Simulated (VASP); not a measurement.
The system is SnSe.

```xyz
8
Lattice="11.4200 0.0000 0.0000 0.0000 4.1900 0.0000 0.0000 0.0000 4.4600" Properties=species:S:1:pos:R:3 pbc="T T T"
Sn    1.4047    1.0475    0.4059
Sn    4.3053    3.1425    2.6359
Sn    7.1147    1.0475    1.8241
Sn   10.0153    3.1425    4.0541
Se    4.0769    1.0475    0.0714
Se    1.6331    3.1425    2.3014
Se    9.7869    1.0475    2.1586
Se    7.3431    3.1425    4.3886
```

| Item | Value |
| --- | --- |
| Program | VASP 6.6.1 |
| Task | relaxation of cell and atoms |
| Functional | PBE |
| Dispersion | D3(BJ) |
| Potentials or basis | VASP PAW PBE potentials, release 64 (Sn_d, Se) |
| Cutoff | 600 eV |
| k mesh | 4 × 8 × 8 |
| Occupations | gaussian, width 0.03 eV |
| Spin | no spin polarisation |

At the start: pressure 0.2 GPa; volume 26.68 Å³/atom.

Problem. Where does the relaxation end?

Solution. Over 18 steps the energy falls by 7.1 meV/atom and the volume is 26.23 Å³/atom (-1.7 %); space group Pnma (No. 62, to 0.05 Å).

The path:
| step | energy change (eV) | largest force (eV/Å) | pressure (GPa) | volume (Å³) |
| --- | --- | --- | --- | --- |
| 1 | 0.0000 | 0.3326 | 0.24 | 213.41 |
| 2 | -0.0384 | 0.0662 | -0.48 | 214.60 |
| 3 | -0.0388 | 0.0889 | -0.43 | 214.48 |
| 4 | -0.0446 | 0.1063 | -0.05 | 212.42 |
| 5 | -0.0459 | 0.1207 | 0.23 | 210.93 |
| 6 | -0.0504 | 0.0911 | 0.19 | 210.47 |
| 7 | -0.0554 | 0.0199 | 0.08 | 209.10 |
| 8 | -0.0555 | 0.0183 | 0.08 | 209.27 |
| 9 | -0.0559 | 0.0287 | -0.01 | 209.72 |
| 10 | -0.0559 | 0.0332 | -0.07 | 209.91 |
| 11 | -0.0559 | 0.0314 | -0.05 | 209.84 |
| 12 | -0.0562 | 0.0247 | -0.04 | 209.83 |
| 13 | -0.0564 | 0.0174 | -0.01 | 209.83 |
| 14 | -0.0563 | 0.0160 | 0.04 | 209.82 |
| 15 | -0.0564 | 0.0144 | 0.01 | 209.83 |
| 16 | -0.0565 | 0.0110 | -0.01 | 209.88 |
| 17 | -0.0565 | 0.0102 | -0.01 | 209.88 |
| 18 | -0.0566 | 0.0091 | -0.01 | 209.84 |

Final structure:
```yaml
crystal:
  lattice:
    - [11.49512, 0.00000, 0.00000]
    - [0.00000, 4.17702, 0.00000]
    - [0.00000, 0.00000, 4.37037]
  atoms:
    - { symbol: Sn, position: [0.11835, 0.25000, 0.08923] }
    - { symbol: Sn, position: [0.38165, 0.75000, 0.58923] }
    - { symbol: Sn, position: [0.61835, 0.25000, 0.41077] }
    - { symbol: Sn, position: [0.88165, 0.75000, 0.91077] }
    - { symbol: Se, position: [0.35732, 0.25000, 0.02052] }
    - { symbol: Se, position: [0.14268, 0.75000, 0.52052] }
    - { symbol: Se, position: [0.85732, 0.25000, 0.47948] }
    - { symbol: Se, position: [0.64268, 0.75000, 0.97948] }
```
